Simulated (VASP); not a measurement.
# HfOs (Pm-3m) in VASP: a series of runs

Runs on HfOs. Level: LDA. Tasks: single point.

Everything below comes from runs of VASP 6.6.1. Logs are shortened: lines on timing, memory, paths and dates and some standing lists are left out, and cuts for length are marked.

## Step 1: The crystal as given

The structure is cubic, space group Pm-3m (No. 221). Conventional cell: a = 3.239 Å, b = 3.239 Å, c = 3.239 Å, α = 90.00°, β = 90.00°, γ = 90.00°. Around Hf (site symmetry m-3m) lie 8 Os at 2.81 Å. Os (site symmetry m-3m) has 8 Hf at 2.81 Å as nearest neighbours.

## Step 2: Single point, LDA

Contents of INCAR:

```
PREC = Accurate
ENCUT = 520
EDIFF = 1E-6
ISMEAR = 0
SIGMA = 0.15
LREAL = F
LASPH = T
NELM = 80
ALGO = Fast
ISIF = 2
LWAVE = F
LCHARG = T
GGA = CA
LELF = T
LVHAR = T
NBANDS = 16
```

Contents of KPOINTS:

```
Automatic mesh
0
Gamma
  14 14 14
```

Contents of POSCAR:

```
HfOs
1.0
    3.2390000000      0.0000000000      0.0000000000
    0.0000000000      3.2390000000      0.0000000000
    0.0000000000      0.0000000000      3.2390000000
Hf Os
1 1
Direct
    0.0000000000      0.0000000000      0.0000000000
    0.5000000000      0.5000000000      0.5000000000
```

Potentials or basis: VASP PAW LDA potentials, release 64 (Hf_pv, Os).

Launch:

```console
> cat potpaw_LDA.64/Hf_pv/POTCAR potpaw_LDA.64/Os/POTCAR > POTCAR
> mpirun -np 1 vasp_std > vasp.out
```

OUTCAR:

```text
PREC = Accurate
   ENCUT = 520
   EDIFF = 1E-6
   ISMEAR = 0
   LREAL = F
   LASPH = T
   NELM = 80
   ISIF = 2
   GGA = CA

 ion  position               nearest neighbor table
   1  0.000  0.000  0.000-   2 2.81   2 2.81   2 2.81   2 2.81   2 2.81   2 2.81   2 2.81   2 2.81

   2  0.500  0.500  0.500-   1 2.81   1 2.81   1 2.81   1 2.81   1 2.81   1 2.81   1 2.81   1 2.81

  LATTYP: Found a simple cubic cell.
 ALAT       =     3.2390000000

  Lattice vectors:

 A1 = (   3.2390000000,   0.0000000000,   0.0000000000)
 A2 = (   0.0000000000,   3.2390000000,   0.0000000000)
 A3 = (   0.0000000000,   0.0000000000,   3.2390000000)

Analysis of symmetry for initial positions (statically):
=====================================================================
 Subroutine PRICEL returns:
 Original cell was already a primitive cell.

 Routine SETGRP: Setting up the symmetry group for a
 simple cubic supercell.

 Subroutine GETGRP returns: Found 48 space group operations
 (whereof 48 operations were pure point group operations)
 out of a pool of 48 trial point group operations.

The static configuration has the point symmetry O_h .

Analysis of symmetry for dynamics (positions and initial velocities):
=====================================================================
 Subroutine PRICEL returns:
 Original cell was already a primitive cell.

 Routine SETGRP: Setting up the symmetry group for a
 simple cubic supercell.

 Subroutine GETGRP returns: Found 48 space group operations
 (whereof 48 operations were pure point group operations)
 out of a pool of 48 trial point group operations.

The dynamic configuration has the point symmetry O_h .

 Subroutine INISYM returns: Found 48 space group operations
 (whereof 48 operations are pure point group operations),
 and found     1 'primitive' translations

----------------------------------------------------------------------------------------

                                     Primitive cell

  volume of cell :      33.9807

  direct lattice vectors                    reciprocal lattice vectors
     3.239000000  0.000000000  0.000000000     0.308737265  0.000000000  0.000000000
     0.000000000  3.239000000  0.000000000     0.000000000  0.308737265  0.000000000
     0.000000000  0.000000000  3.239000000     0.000000000  0.000000000  0.308737265

  length of vectors
     3.239000000  3.239000000  3.239000000     0.308737265  0.308737265  0.308737265

  position of ions in fractional coordinates (direct lattice)
     0.000000000  0.000000000  0.000000000
     0.500000000  0.500000000  0.500000000

  ion indices of the primitive-cell ions
   primitive index   ion index
                 1           1
                 2           2

----------------------------------------------------------------------------------------

 KPOINTS: Automatic mesh

Automatic generation of k-mesh.
 Grid dimensions read from file:
 generate k-points for:   14   14   14

 Generating k-lattice:

  Cartesian coordinates                     Fractional coordinates (reciprocal lattice)
     0.022052662  0.000000000  0.000000000     0.071428571  0.000000000  0.000000000
     0.000000000  0.022052662  0.000000000     0.000000000  0.071428571  0.000000000
     0.000000000  0.000000000  0.022052662     0.000000000  0.000000000  0.071428571

  Length of vectors
     0.022052662  0.022052662  0.022052662

  Shift w.r.t. Gamma in fractional coordinates (k-lattice)
     0.000000000  0.000000000  0.000000000

 Subroutine IBZKPT returns following result:
 ===========================================

 Found    120 irreducible k-points:

 Following reciprocal coordinates:
            Coordinates               Weight
  0.000000  0.000000  0.000000      1.000000
  0.071429  0.000000  0.000000      6.000000
  0.142857  0.000000  0.000000      6.000000
  0.214286  0.000000  0.000000      6.000000
  0.285714  0.000000  0.000000      6.000000
  0.357143  0.000000  0.000000      6.000000
[... 16 lines left out ...]
  0.285714  0.214286  0.000000     24.000000
  0.357143  0.214286  0.000000     24.000000
 [... further k-points ...]
   k-points           NKPTS =    120   k-points in BZ     NKDIM =    120   number of bands    NBANDS=     16
   number of dos      NEDOS =    301   number of ions     NIONS =      2
   total plane-waves  NPLWV =  13824
   dimension x,y,z NGX =    24 NGY =   24 NGZ =   24
   dimension x,y,z NGXF=    48 NGYF=   48 NGZF=   48
   ions per type =               1   1
   NGX,Y,Z   is equivalent  to a cutoff of  12.32, 12.32, 12.32 a.u.
   NGXF,Y,Z  is equivalent  to a cutoff of  24.64, 24.64, 24.64 a.u.
 SYSTEM =  unknown system
   PREC   = accura    normal or accurate (medium, high low for compatibility)
   ISTART =      0    job   : 0-new  1-cont  2-samecut
   ICHARG =      2    charge: 1-file 2-atom 10-const
   ISPIN  =      1    spin polarized calculation?
   LNONCOLLINEAR =      F non collinear calculations
   LSORBIT =      F    spin-orbit coupling
   LASPH  =      T    aspherical Exc in radial PAW
   ENCUT  =  520.0 eV  38.22 Ry    6.18 a.u.   6.02  6.02  6.02*2*pi/ulx,y,z
   NELM   =     80;   NELMIN=  2; NELMDL= -5     # of ELM steps
   EDIFF  = 0.1E-05   stopping-criterion for ELM
   LREAL  =      F    real-space projection
   EDIFFG = 0.1E-04   stopping-criterion for IOM
   NSW    =      0    number of steps for IOM
   IBRION =     -1    ionic relax: 0-MD 1-quasi-New 2-CG
   NFREE  =      0    steps in history (QN), initial steepest desc. (CG)
   ISIF   =      2    stress and relaxation
   ISYM   =      2    0-nonsym 1-usesym 2-fastsym
   POTIM  = 0.5000    time-step for ionic-motion
   TEBEG  =    0.0;   TEEND  =   0.0 temperature during run
   PSTRESS=    0.0 pullay stress
   NELECT =      18.0000    total number of electrons
   NUPDOWN=      -1.0000    fix difference up-down
   EMIN   =  10.00;   EMAX   =-10.00  energy-range for DOS
   EFERMI =   0.00;   METHOD = LEGACY
   ISMEAR =     0;   SIGMA  =   0.15  broadening in eV -4-tet -1-fermi 0-gaus
   EFERMI_NEDOS =   21; number of points for ismear=-14 and -15
   IALGO  =     68    algorithm
   IMIX   =      4    mixing-type and parameters
     AMIX     =   0.40;   BMIX     =  1.00
     AMIX_MAG =   1.60;   BMIX_MAG =  1.00
  volume/ion in A,a.u.               =      16.99       114.66
  Fermi-wavevector in a.u.,A,eV,Ry     =   1.324610  2.503150 23.872671  1.754592
  Thomas-Fermi vector in A             =   2.454132
   LORBIT       =      0    0 simple, 1 ext, 2 COOP (PROOUT), +10 PAW based schemes
   GGA     = CA    functional components
   LHFCALC =     F    Hartree Fock is set to
   AEXX    =    0.0000 exact exchange contribution
   IVDW    =     0    specifies the selected vdW correction
   LEPSILON=     F    determine dielectric tensor
   LRPA    =     F    only Hartree local field effects (RPA)
 non-spin polarized calculation
 RMM-DIIS sequential band-by-band and
 Gauss-broadening in eV      SIGMA  =   0.15
  energy-cutoff  :      520.00
  volume of cell :       33.98
 maximum number of plane-waves:       934
   NGX = 13   NGY = 13   NGZ = 13

 number of electron      18.0000002 magnetization

 Free energy of the ion-electron system (eV)
  ---------------------------------------------------
  ext. energy  EPLUGINS =         0.00000000
  ---------------------------------------------------
  free energy    TOTEN  =       -24.74816715 eV

  energy without entropy =      -24.74558847  energy(sigma->0) =      -24.74687781

 E-fermi :   7.0021     XC(G=0): -12.9307

 val. band max:        6.8862031342   @ k =   0.5000   0.3571   0.0714
 cond. band min:       7.0087500390   @ k =   0.5000   0.3571   0.0000
 fundamental gap:      0.1225469048
 Fermi energy:         7.0021380384

 k-point     1 :       0.0000    0.0000    0.0000
  band No.  band energies     occupation
      1     -23.2081      2.00000
      2     -23.2081      2.00000
      3     -23.2081      2.00000
      4      -1.9322      2.00000
      5       1.6912      2.00000
      6       1.6912      2.00000
[... 8 lines left out ...]
     15      15.1648      0.00000
     16      15.1648      0.00000

 k-point     2 :       0.0714    0.0000    0.0000
  band No.  band energies     occupation
      1     -23.2292      2.00000
      2     -23.2073      2.00000
      3     -23.2073      2.00000
      4      -1.8139      2.00000
      5       1.7453      2.00000
      6       1.7797      2.00000
[... 8 lines left out ...]
     15      14.7319      0.00000
     16      15.9222      0.00000

 k-point     3 :       0.1429    0.0000    0.0000
  band No.  band energies     occupation
      1     -23.2880      2.00000
      2     -23.2050      2.00000
      3     -23.2050      2.00000
      4      -1.4669      2.00000
      5       1.9058      2.00000
      6       2.0283      2.00000
[... 8 lines left out ...]
     15      13.7642      0.00000
     16      17.3308      0.00000

 k-point     4 :       0.2143    0.0000    0.0000
  band No.  band energies     occupation
      1     -23.3718      2.00000
      2     -23.2018      2.00000
      3     -23.2018      2.00000
      4      -0.9141      2.00000
      5       2.1655      2.00000
      6       2.3824      2.00000
[... 8 lines left out ...]
     15      12.8093      0.00000
     16      18.9232      0.00000
[... 324 lines left out ...]
 k-point    22 :       0.2143    0.2143    0.0000
  band No.  band energies     occupation
      1     -23.3709      2.00000
      2     -23.3382      2.00000
      3     -23.1915      2.00000
      4      -0.1055      2.00000
      5       2.4785      2.00000
      6       3.0833      2.00000
[... 8 lines left out ...]
     15      14.6281      0.00000
     16      16.8153      0.00000

 k-point    23 :       0.2857    0.2143    0.0000
  band No.  band energies     occupation
      1     -23.4427      2.00000
      2     -23.3420      2.00000
      3     -23.1857      2.00000
      4       0.4244      2.00000
      5       2.5760      2.00000
      6       3.5261      2.00000
[... 8 lines left out ...]
     15      14.0044      0.00000
     16      17.4929      0.00000

 k-point    24 :       0.3571    0.2143    0.0000
  band No.  band energies     occupation
      1     -23.5168      2.00000
      2     -23.3349      2.00000
      3     -23.1804      2.00000
      4       0.9872      2.00000
      5       2.5709      2.00000
      6       3.8519      2.00000
[... 8 lines left out ...]
     15      13.4069      0.00000
     16      18.3779      0.00000

 [... further k-points ...]
[... 5 lines left out ...]
  --------------------------------------------------------------------------------------
  -------------------------------------------------------------------------------------
  Total       -1.8802691     -1.8802691     -1.8802691      0.0000000      0.0000000     -0.0000000
  in kB      -88.6538802    -88.6538802    -88.6538802      0.0000000      0.0000000     -0.0000000
  external PRESSURE =     -88.6538802 kB  Pullay stress =       0.0000000 kB

 VOLUME and BASIS-vectors are now :
 -----------------------------------------------------------------------------
  energy-cutoff  :      520.00
  volume of cell :       33.98
      direct lattice vectors                 reciprocal lattice vectors
     3.239000000  0.000000000  0.000000000     0.308737265  0.000000000  0.000000000
     0.000000000  3.239000000  0.000000000     0.000000000  0.308737265  0.000000000
     0.000000000  0.000000000  3.239000000     0.000000000  0.000000000  0.308737265

 POSITION                                       TOTAL-FORCE (eV/Angst)
 -----------------------------------------------------------------------------------
      0.00000      0.00000      0.00000         0.000000      0.000000      0.000000
      1.61950      1.61950      1.61950         0.000000      0.000000      0.000000
 -----------------------------------------------------------------------------------
    total drift:                                0.000000      0.000000     -0.000000

  FREE ENERGIE OF THE ION-ELECTRON SYSTEM (eV)
  ---------------------------------------------------
  free  energy   TOTEN  =       -24.7481671540 eV

  energy  without entropy=      -24.7455884730  energy(sigma->0) =      -24.74687781
```

It took 22 s on 1 thread of Intel Xeon Platinum 8559C (Emerald Rapids), shared host; peak memory 0.18 GiB.

What came out:

- Free energy: -24.7482 eV
- Pressure: -8.9 GPa
- Band gap on the k mesh: none (metal or under the smearing width)

The run has no spin-orbit coupling, so splittings on Hf, Os are missing.

## Step 3: Single point, LDA

Contents of INCAR:

```
ALGO = Normal
EDIFF = 1E-7
ENCUT = 520
ISIF = 2
ISMEAR = 0
LASPH = T
LCHARG = T
LELF = T
LREAL = F
LVHAR = T
LWAVE = F
NBANDS = 16
NELM = 80
PREC = Accurate
SIGMA = 0.15
```

Contents of KPOINTS:

```
k-points
0
Gamma
  16 16 16
```

POSCAR is that of step 2.

Potentials or basis: VASP PAW LDA potentials, release 64 (Hf_pv, Os).

Launch:

```console
> cat potpaw_LDA.64/Hf_pv/POTCAR potpaw_LDA.64/Os/POTCAR > POTCAR
> mpirun -np 1 vasp_std > vasp.out
```

It took 22 s on 1 thread of Intel Xeon Platinum 8559C (Emerald Rapids), shared host; peak memory 0.21 GiB.

The run converged. Its results:

```
Free energy            : -24.7465 eV
Pressure               : -8.8 GPa
Band gap on the k mesh : none (metal or under the smearing width)
```

Levels at points of the mesh, in eV from the Fermi level:
```csv
k point,band 7,band 8,band 9,band 10,band 11,band 12
"(0.00, 0.00, 0.00)",-1.55,-1.55,-1.55,2.47,2.47,6.03
"(0.50, 0.00, 0.00)",-1.71,-1.71,-0.95,-0.63,1.07,1.36
"(0.50, 0.50, 0.00)",-3.32,0.52,0.69,1.02,1.02,3.26
"(0.50, 0.50, 0.50)",-2.00,-2.00,-2.00,0.61,0.61,4.26
```

The run has no spin-orbit coupling, so splittings on Hf, Os are missing.
